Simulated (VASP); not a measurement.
All values below come from PBEsol GGA, VASP's PBE PAW potentials (set 64) (plane waves; VASP).

The input files of a VASP run:

### POSCAR
```
Al
1
    0.0000000000     2.0083039507     2.0083039507
    2.0083039507     0.0000000000     2.0083039507
    2.0083039507     2.0083039507     0.0000000000
Al
1
Direct
  0.0000000000   0.0000000000   0.0000000000
```

### KPOINTS
```
kpoints
0
G
16 16 16
```

INCAR:
```
ISMEAR = 1   ! Methfessel-Paxton
NSW = 40   ! most ionic steps
ALGO = Normal
IBRION = 2   ! conjugate gradients
ENCUT = 500
PREC = Accurate
SYSTEM = Al
LCHARG = .FALSE.
EDIFFG = -0.02   ! ionic stop
LWAVE = .FALSE.
LASPH = .TRUE.
SIGMA = 0.1
EDIFF = 1E-6   ! SCF stop (eV)
NELM = 100
GGA = PS   ! PBEsol
ISIF = 3   ! ions, shape and volume
LREAL = .FALSE.   ! projection in real space or not
PSTRESS = 50   ! kbar
```

POTCAR, in this order: Al (PBE.64 set). Program: vasp_std.

The run wrote:

### OSZICAR
```
       N       E                     dE             d eps       ncg     rms          rms(c)
DAV:   1    -0.212006402583E+01   -0.21201E+01   -0.80019E+02  1530   0.306E+02
DAV:   2    -0.411076629089E+01   -0.19907E+01   -0.19069E+01  1935   0.299E+01
DAV:   3    -0.412653295797E+01   -0.15767E-01   -0.15757E-01  1885   0.317E+00
DAV:   4    -0.412658658067E+01   -0.53623E-04   -0.53623E-04  1940   0.183E-01
DAV:   5    -0.412658698728E+01   -0.40661E-06   -0.40607E-06  1975   0.134E-02    0.142E+00
DAV:   6    -0.410943548006E+01    0.17152E-01   -0.21225E-03  1715   0.307E-01    0.810E-01
DAV:   7    -0.409784054703E+01    0.11595E-01   -0.58388E-03  1695   0.490E-01    0.171E-01
DAV:   8    -0.409782607241E+01    0.14475E-04   -0.31903E-05  1905   0.586E-02    0.110E-02
DAV:   9    -0.409782533742E+01    0.73499E-06   -0.49501E-07  1755   0.510E-03
   1 F= -.35922595E+01 E0= -.35923718E+01  d E =-.359226E+01
       N       E                     dE             d eps       ncg     rms          rms(c)
DAV:   1    -0.407526689631E+01    0.22559E-01   -0.27475E-01  1820   0.347E+00    0.474E-01
DAV:   2    -0.407397804981E+01    0.12888E-02   -0.16980E-03  1565   0.358E-01    0.161E-01
DAV:   3    -0.407315295034E+01    0.82510E-03   -0.25888E-04  1820   0.985E-02    0.594E-02
DAV:   4    -0.407307776175E+01    0.75189E-04   -0.36018E-05  1800   0.364E-02    0.370E-02
DAV:   5    -0.407307764464E+01    0.11710E-06   -0.27917E-07  1130   0.559E-03
   2 F= -.36040354E+01 E0= -.36040893E+01  d E =-.117759E-01
       N       E                     dE             d eps       ncg     rms          rms(c)
DAV:   1    -0.408547015199E+01   -0.12392E-01   -0.20041E-02  1795   0.931E-01    0.127E-01
DAV:   2    -0.408537037396E+01    0.99778E-04   -0.12712E-04  1570   0.970E-02    0.446E-02
DAV:   3    -0.408530486703E+01    0.65507E-04   -0.19873E-05  1810   0.270E-02    0.156E-02
DAV:   4    -0.408529879521E+01    0.60718E-05   -0.23317E-06  1740   0.923E-03    0.998E-03
DAV:   5    -0.408529880304E+01   -0.78356E-08   -0.19977E-08   820   0.148E-03
   3 F= -.36062810E+01 E0= -.36063501E+01  d E =-.140215E-01
```

### OUTCAR
```
------------------------ aborting loop because EDIFF is reached ----------------------------------------
  FORCE on cell =-STRESS in cart. coord.  units (eV):
  Direction    XX          YY          ZZ          XY          YZ          ZX
  --------------------------------------------------------------------------------------
  Total        0.4797711      0.4797711      0.4797711      0.0000000     -0.0000000      0.0000000
  in kB       50.0786225     50.0786225     50.0786225      0.0000000     -0.0000000      0.0000000
  external PRESSURE =       0.0786225 kB  Pullay stress =      50.0000000 kB
  volume of cell :       15.35
      direct lattice vectors                 reciprocal lattice vectors
     0.000000000  1.972516987  1.972516987    -0.253483242  0.253483242  0.253483242
     1.972516987 -0.000000000  1.972516987     0.253483242 -0.253483242  0.253483242
     1.972516987  1.972516987 -0.000000000     0.253483242  0.253483242 -0.253483242
 POSITION                                       TOTAL-FORCE (eV/Angst)
 -----------------------------------------------------------------------------------
      0.00000      0.00000      0.00000        -0.000000      0.000000     -0.000000
 -----------------------------------------------------------------------------------
    total drift:                               -0.000000      0.000000      0.000000
  FREE ENERGIE OF THE ION-ELECTRON SYSTEM (eV)
  ---------------------------------------------------
  free  energy   TOTEN  =        -4.0852988030 eV

  energy  without entropy=       -4.0855062894  energy(sigma->0) =       -4.08536797
  enthalpy is  TOTEN    =        -3.6062809792 eV   P V=        0.4790178239

 reached required accuracy - stopping structural energy minimisation
```
(Selected blocks of OUTCAR.)

**CONTCAR**
```
Al
   1.00000000000000
     0.0000000000000000    1.9725169869415509    1.9725169869415509
     1.9725169869415509   -0.0000000000000000    1.9725169869415509
     1.9725169869415509    1.9725169869415509   -0.0000000000000000
  Al
     1
Direct
     0.0000000000000000    0.0000000000000000    0.0000000000000000
```

File OUTCAR:
```
 val. band max:        8.6986649444   @ k =  -0.2500   0.3125   0.1250

 cond. band min:       8.7471721622   @ k =  -0.2500   0.5000   0.2500


 Fermi energy:         8.7377292627

 k-point     1 :       0.0000    0.0000    0.0000
  band No.  band energies     occupation
      1      -2.9153      2.00000
      2      21.7236      0.00000
      3      21.7236      0.00000
      4      21.7236      0.00000
      5      23.7800      0.00000

 k-point     2 :       0.0625    0.0000    0.0000
  band No.  band energies     occupation
      1      -2.8039      2.00000
      2      19.9714      0.00000
      3      21.4162      0.00000
      4      21.4162      0.00000
      5      24.2654      0.00000

 k-point     3 :       0.1250    0.0000    0.0000
  band No.  band energies     occupation
      1      -2.4704      2.00000
      2      17.3722      0.00000
      3      20.8887      0.00000
      4      20.8887      0.00000
      5      24.1899      0.00000

 k-point     4 :       0.1875    0.0000    0.0000
  band No.  band energies     occupation
      1      -1.9165      2.00000
      2      14.7805      0.00000
      3      20.4381      0.00000
      4      20.4381      0.00000
      5      23.9516      0.00000

 k-point     5 :       0.2500    0.0000    0.0000
  band No.  band energies     occupation
      1      -1.1449      2.00000
      2      12.3040      0.00000
      3      20.1361      0.00000
      4      20.1361      0.00000
      5      23.7594      0.00000

 k-point     6 :       0.3125    0.0000    0.0000
  band No.  band energies     occupation
      1      -0.1595      2.00000
      2       9.9785     -0.00000
      3      20.0022      0.00000
      4      20.0022      0.00000
      5      23.0489      0.00000

 k-point     7 :       0.3750    0.0000    0.0000
  band No.  band energies     occupation
      1       1.0346      2.00000
      2       7.8218      2.00000
      3      20.0422      0.00000
...
```

Energy and stress use the plane-wave basis of the starting cell.

The compound is Al in the fcc structure. This run relaxes it under an external pressure of 5 GPa. Symmetry was kept, so distortions that lower it aren't found.
